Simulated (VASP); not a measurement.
Level of theory: PBE GGA, VASP's PBE PAW potentials (set 64) (plane waves; VASP).

VASP ran on this input.

### INCAR
```
# general
SYSTEM  = La
PREC    = Normal
ENCUT   = 400
LREAL   = F
LASPH   = T

# electronic loop
EDIFF   = 1E-5
NELM    = 100
NELMIN  = 4
ALGO    = Fast
LMAXMIX = 6

# smearing
ISMEAR  = 1
SIGMA   = 0.1

# functional
GGA     = PE

# ions
IBRION  = 2
NSW     = 20
ISIF    = 2
EDIFFG  = -0.03

# output
LWAVE   = F
LCHARG  = F
```

### POSCAR
```
La
1
    1.8874676935    -3.2691901713     0.0000000000
    1.8874676935     3.2691901713     0.0000000000
    0.0000000000     0.0000000000    12.0716306084
La
4
Direct
  0.0000000000   0.0000000000   0.5000000000
  0.0000000000   0.0000000000   0.0000000000
  0.3333330000   0.6666670000   0.2500000000
  0.6666670000   0.3333330000   0.7500000000
```

KPOINTS:
```
K-points
0
Gamma
  12 12 4
0 0 0
```

POTCAR, in this order: La (PBE.64 set). Program: vasp_std.

Output of the run:

OSZICAR:
```
       N       E                     dE             d eps       ncg     rms          rms(c)
DAV:   1     0.539700032196E+03    0.53970E+03   -0.12851E+04  2988   0.187E+03
DAV:   2     0.100445150682E+03   -0.43925E+03   -0.43410E+03  4452   0.439E+02
DAV:   3    -0.454544436588E+01   -0.10499E+03   -0.10404E+03  5358   0.261E+02
DAV:   4    -0.174050677792E+02   -0.12860E+02   -0.12658E+02  5480   0.887E+01
DAV:   5    -0.192906900775E+02   -0.18856E+01   -0.18365E+01  5848   0.312E+01    0.485E+00
RMM:   6    -0.193815395702E+02   -0.90849E-01   -0.12341E+00  4218   0.111E+01    0.283E+00
RMM:   7    -0.194655266167E+02   -0.83987E-01   -0.91759E-01  4841   0.507E+00    0.300E-01
RMM:   8    -0.194905039174E+02   -0.24977E-01   -0.23930E-01  5430   0.186E+00    0.363E-01
RMM:   9    -0.195043114288E+02   -0.13808E-01   -0.11593E-01  5453   0.112E+00    0.444E-01
RMM:  10    -0.195112477867E+02   -0.69364E-02   -0.70177E-02  5286   0.946E-01    0.456E-01
RMM:  11    -0.195149386385E+02   -0.36909E-02   -0.53283E-02  5160   0.722E-01    0.390E-01
RMM:  12    -0.195191079754E+02   -0.41693E-02   -0.40005E-02  4977   0.478E-01    0.405E-01
RMM:  13    -0.195218839971E+02   -0.27760E-02   -0.33188E-02  4605   0.470E-01    0.351E-01
RMM:  14    -0.195254107921E+02   -0.35268E-02   -0.25309E-02  4524   0.444E-01    0.448E-01
RMM:  15    -0.195255049175E+02   -0.94125E-04   -0.27297E-02  5077   0.781E-01    0.141E-01
RMM:  16    -0.195273574833E+02   -0.18526E-02   -0.19275E-02  5049   0.399E-01    0.659E-02
RMM:  17    -0.195288191629E+02   -0.14617E-02   -0.14791E-02  4486   0.265E-01    0.635E-02
RMM:  18    -0.195300052590E+02   -0.11861E-02   -0.12248E-02  3875   0.302E-01    0.639E-02
RMM:  19    -0.195310070662E+02   -0.10018E-02   -0.10099E-02  3835   0.242E-01    0.646E-02
RMM:  20    -0.195318800000E+02   -0.87293E-03   -0.85941E-03  3628   0.221E-01    0.488E-02
RMM:  21    -0.195326017660E+02   -0.72177E-03   -0.73948E-03  4041   0.230E-01    0.425E-02
RMM:  22    -0.195332160811E+02   -0.61432E-03   -0.61602E-03  3476   0.214E-01    0.438E-02
RMM:  23    -0.195337430568E+02   -0.52698E-03   -0.52847E-03  3338   0.198E-01    0.409E-02
RMM:  24    -0.195341786516E+02   -0.43559E-03   -0.43292E-03  3313   0.179E-01    0.409E-02
RMM:  25    -0.195345485210E+02   -0.36987E-03   -0.37817E-03  3235   0.184E-01    0.369E-02
RMM:  26    -0.195348786040E+02   -0.33008E-03   -0.33729E-03  3167   0.168E-01    0.266E-02
RMM:  27    -0.195351584646E+02   -0.27986E-03   -0.28028E-03  3109   0.169E-01    0.234E-02
RMM:  28    -0.195354029959E+02   -0.24453E-03   -0.24199E-03  3082   0.154E-01    0.217E-02
RMM:  29    -0.195356147931E+02   -0.21180E-03   -0.21010E-03  3014   0.143E-01    0.202E-02
RMM:  30    -0.195357920084E+02   -0.17722E-03   -0.17813E-03  2968   0.133E-01    0.209E-02
RMM:  31    -0.195359477899E+02   -0.15578E-03   -0.15683E-03  2865   0.120E-01    0.208E-02
RMM:  32    -0.195360718346E+02   -0.12404E-03   -0.12832E-03  2798   0.112E-01    0.200E-02
RMM:  33    -0.195361815718E+02   -0.10974E-03   -0.11307E-03  2768   0.112E-01    0.209E-02
RMM:  34    -0.195362734124E+02   -0.91841E-04   -0.92901E-04  2709   0.103E-01    0.212E-02
RMM:  35    -0.195363580393E+02   -0.84627E-04   -0.83473E-04  2673   0.105E-01    0.186E-02
RMM:  36    -0.195364241197E+02   -0.66080E-04   -0.67442E-04  2612   0.102E-01    0.189E-02
RMM:  37    -0.195364824658E+02   -0.58346E-04   -0.59397E-04  2566   0.955E-02    0.189E-02
RMM:  38    -0.195365335146E+02   -0.51049E-04   -0.50668E-04  2504   0.887E-02    0.192E-02
RMM:  39    -0.195365784289E+02   -0.44914E-04   -0.44369E-04  2470   0.884E-02    0.187E-02
RMM:  40    -0.195366147643E+02   -0.36335E-04   -0.36762E-04  2443   0.833E-02    0.193E-02
RMM:  41    -0.195366481729E+02   -0.33409E-04   -0.33252E-04  2405   0.763E-02    0.187E-02
RMM:  42    -0.195366769398E+02   -0.28767E-04   -0.28233E-04  2394   0.718E-02    0.180E-02
RMM:  43    -0.195367043172E+02   -0.27377E-04   -0.25482E-04  2347   0.676E-02    0.168E-02
RMM:  44    -0.195367250221E+02   -0.20705E-04   -0.20828E-04  2318   0.658E-02    0.162E-02
RMM:  45    -0.195367445969E+02   -0.19575E-04   -0.19751E-04  2291   0.632E-02    0.168E-02
RMM:  46    -0.195367603520E+02   -0.15755E-04   -0.15816E-04  2248   0.642E-02    0.165E-02
RMM:  47    -0.195367783752E+02   -0.18023E-04   -0.18159E-04  2208   0.616E-02    0.162E-02
RMM:  48    -0.195367910590E+02   -0.12684E-04   -0.12282E-04  2178   0.646E-02    0.150E-02
RMM:  49    -0.195368048426E+02   -0.13784E-04   -0.12492E-04  2142   0.627E-02    0.127E-02
RMM:  50    -0.195368155358E+02   -0.10693E-04   -0.97625E-05  2125   0.685E-02    0.109E-02
RMM:  51    -0.195368260873E+02   -0.10551E-04   -0.93741E-05  2113   0.677E-02    0.961E-03
RMM:  52    -0.195368356386E+02   -0.95513E-05   -0.85132E-05  2097   0.722E-02
   1 F= -.19536836E+02 E0= -.19536622E+02  d E =-.195368E+02
```

File OUTCAR:
```
------------------------ aborting loop because EDIFF is reached ----------------------------------------
  FORCE on cell =-STRESS in cart. coord.  units (eV):
  Direction    XX          YY          ZZ          XY          YZ          ZX
  --------------------------------------------------------------------------------------
  Total       -0.1498251     -0.1498251      0.1339592      0.0000000     -0.0000000     -0.0000000
  in kB       -1.6113116     -1.6113119      1.4406802      0.0000000     -0.0000000     -0.0000000
  external PRESSURE =      -0.5939811 kB  Pullay stress =       0.0000000 kB
  volume of cell :      148.98
      direct lattice vectors                 reciprocal lattice vectors
     1.887467694 -3.269190171  0.000000000     0.264905196 -0.152943076  0.000000000
     1.887467694  3.269190171  0.000000000     0.264905196  0.152943076  0.000000000
     0.000000000  0.000000000 12.071630608     0.000000000  0.000000000  0.082838850
 POSITION                                       TOTAL-FORCE (eV/Angst)
 -----------------------------------------------------------------------------------
      0.00000      0.00000      6.03582         0.000000      0.000000      0.000000
      0.00000      0.00000      0.00000         0.000000     -0.000000      0.000000
      1.88747      1.08973      3.01791        -0.000000      0.000000      0.000000
      1.88747     -1.08973      9.05372        -0.000000     -0.000000     -0.000000
 -----------------------------------------------------------------------------------
    total drift:                                0.000000     -0.000000      0.000000
  FREE ENERGIE OF THE ION-ELECTRON SYSTEM (eV)
  ---------------------------------------------------
  free  energy   TOTEN  =       -19.5368356386 eV

  energy  without entropy=      -19.5361955962  energy(sigma->0) =      -19.53662229

 reached required accuracy - stopping structural energy minimisation
```
(Selected blocks of OUTCAR.)

The compound is La in the dhcp structure. It was relaxed first.
